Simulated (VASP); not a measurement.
```
WC
1.0
    1.45500    -2.52013     0.00000
    1.45500     2.52013     0.00000
    0.00000     0.00000     2.84000
W C
1 1
Direct
  0.00000   0.00000   0.00000
  0.33333   0.66667   0.50000
```

Computed with revPBE GGA, VASP's PBE PAW potentials (set 64) (plane waves; VASP). Run with 520 eV cut-off, 13×13×12 Γ-centred mesh, first-order Methfessel-Paxton smearing of 0.10 eV, potentials W_sv C.

Energy and stress use the plane-wave basis of the starting cell.

Task: The ions, cell shape and volume are relaxed. Predict the relaxed structure.

Result: 
```
WC
1.0
    1.46650    -2.54005     0.00000
    1.46650     2.54005     0.00000
    0.00000     0.00000     2.85608
W C
1 1
Direct
  0.00000   0.00000   0.00000
  0.33333   0.66667   0.50000
```
Space group P-6m2 (187), at a tolerance of 0.03 Å.

Task: How do energy and volume change from the first to the last step?

Result: The energy (σ→0) changes by -5.7 meV/atom and the volume by +2.2 %, in 9 ionic steps.

The compound is WC in the wc structure. This run relaxes it. Symmetry was kept, so distortions that lower it aren't found.
